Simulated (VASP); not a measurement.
Crystal: TiTe2.

```
Ti Te
1.0
     3.64719    0.00000    0.00000
    -1.82360    3.15856    0.00000
     0.00000    0.00000    6.34855
Ti Te
1 2
Direct
  0.00000 0.00000 0.00000
  0.66667 0.33333 0.26779
  0.33333 0.66667 0.73221
```

The cell isn't the ideal one: a relaxed cell with its volume scaled by 0.96.

| Item | Value |
| --- | --- |
| Program | VASP 6.6.1 |
| Task | relaxation of shape and atoms at fixed volume |
| Functional | PBEsol |
| Potentials or basis | VASP PAW PBE potentials, release 64 (Ti_sv, Te) |
| Cutoff | 600 eV |
| k mesh | 12 × 12 × 6 |
| Occupations | methfessel-paxton, width 0.1 eV |
| Spin | no spin polarisation |

At the start: pressure 3.1 GPa; volume 24.38 Å³/atom.

**Question.** Where does the relaxation end?

**Answer.** Over 5 steps the energy falls by 4.4 meV/atom; space group P-3m1 (No. 164, to 0.05 Å).

Step by step:
```tsv
step	energy change (eV)	largest force (eV/Å)	pressure (GPa)
1	0.0000	0.3718	3.15
2	-0.0095	0.1605	2.42
3	-0.0114	0.0189	1.93
4	-0.0127	0.0123	1.86
5	-0.0132	0.0037	1.78
```

Final structure:
```yaml
crystal:
  lattice:
    - [3.65900, 0.00000, 0.00000]
    - [-1.82950, 3.16879, 0.00000]
    - [0.00000, 0.00000, 6.30765]
  atoms:
    - { symbol: Ti, position: [0.00000, 0.00000, 0.00000] }
    - { symbol: Te, position: [0.66667, 0.33333, 0.27360] }
    - { symbol: Te, position: [0.33333, 0.66667, 0.72640] }
```

Caveat: the PAW data sets were made with another functional, which shifts forces and pressure a little; this functional lacks dispersion, which binds the layers, so the pressure and a relaxed spacing across them are unreliable.
